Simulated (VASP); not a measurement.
Input:

```
CELL_PARAMETERS angstrom
      3.27370     0.00000     0.00000
     -1.63685     2.83511     0.00000
      0.00000     0.00000     5.95003
ATOMIC_POSITIONS crystal
  Ti 0.00000 0.00000 0.00000
  Cr 0.00000 0.00000 0.50000
  S  0.33333 0.66667 0.26234
  S  0.66667 0.33333 0.73766
```

All values below come from PBEsol GGA, VASP's PBE PAW potentials (set 64) (plane waves; VASP). Settings: 400 eV cut-off, Gaussian smearing of 0.050 eV, potentials Ti_sv Cr_pv S.

The run has a spin-polarised start.

Task: Give the spin-up energies of bands 10 to 22 at the high-symmetry points, in eV from the Fermi level.

Result: 
| band | Γ | M | K | A | L | H |
|---|---|---|---|---|---|---|
| 10 | -8.27 | -8.12 | -7.11 | -6.33 | -7.68 | -6.82 |
| 11 | -4.54 | -6.41 | -6.74 | -5.88 | -7.56 | -6.82 |
| 12 | -4.54 | -5.86 | -6.74 | -3.98 | -5.23 | -6.29 |
| 13 | -2.76 | -5.20 | -5.40 | -3.98 | -5.07 | -6.03 |
| 14 | -2.56 | -4.91 | -5.40 | -3.34 | -4.40 | -5.26 |
| 15 | -1.72 | -3.48 | -4.98 | -3.34 | -4.25 | -5.26 |
| 16 | -1.72 | -2.62 | -0.37 | -0.84 | -1.82 | -0.81 |
| 17 | -1.12 | -0.94 | -0.33 | -0.84 | -1.37 | -0.81 |
| 18 | -1.12 | 0.02 | -0.33 | -0.66 | 0.21 | -0.19 |
| 19 | -0.78 | 0.30 | 0.06 | 0.10 | 0.45 | 0.73 |
| 20 | -0.78 | 0.52 | 0.06 | 0.34 | 1.40 | 0.73 |
| 21 | 1.00 | 1.93 | 1.70 | 0.34 | 1.90 | 1.42 |
| 22 | 1.00 | 2.04 | 2.31 | 1.73 | 1.98 | 1.60 |

Task: Give the spin-down energies of bands 10 to 22 at the high-symmetry points, in eV from the Fermi level.

Result: 
```json
[
 {"band": "10", "Γ": "-8.27", "M": "-8.12", "K": "-7.11", "A": "-6.33", "L": "-7.68", "H": "-6.82"},
 {"band": "11", "Γ": "-4.54", "M": "-6.41", "K": "-6.74", "A": "-5.88", "L": "-7.56", "H": "-6.82"},
 {"band": "12", "Γ": "-4.54", "M": "-5.86", "K": "-6.74", "A": "-3.98", "L": "-5.23", "H": "-6.29"},
 {"band": "13", "Γ": "-2.76", "M": "-5.20", "K": "-5.40", "A": "-3.98", "L": "-5.07", "H": "-6.03"},
 {"band": "14", "Γ": "-2.56", "M": "-4.91", "K": "-5.40", "A": "-3.34", "L": "-4.40", "H": "-5.26"},
 {"band": "15", "Γ": "-1.72", "M": "-3.48", "K": "-4.98", "A": "-3.34", "L": "-4.25", "H": "-5.26"},
 {"band": "16", "Γ": "-1.72", "M": "-2.62", "K": "-0.37", "A": "-0.84", "L": "-1.82", "H": "-0.81"},
 {"band": "17", "Γ": "-1.12", "M": "-0.94", "K": "-0.33", "A": "-0.84", "L": "-1.37", "H": "-0.81"},
 {"band": "18", "Γ": "-1.12", "M": "0.02", "K": "-0.33", "A": "-0.66", "L": "0.21", "H": "-0.19"},
 {"band": "19", "Γ": "-0.78", "M": "0.30", "K": "0.06", "A": "0.10", "L": "0.45", "H": "0.73"},
 {"band": "20", "Γ": "-0.78", "M": "0.52", "K": "0.06", "A": "0.34", "L": "1.40", "H": "0.73"},
 {"band": "21", "Γ": "1.00", "M": "1.93", "K": "1.70", "A": "0.34", "L": "1.90", "H": "1.42"},
 {"band": "22", "Γ": "1.00", "M": "2.04", "K": "2.31", "A": "1.73", "L": "1.98", "H": "1.60"}
]
```

It has no gap at this level: it comes out as a metal or semimetal.

The structure comes from a computed database's TiCrS2 entry (P-3m1); how it stands against other phases isn't given here. It was relaxed first, which changed the volume by -9 %.
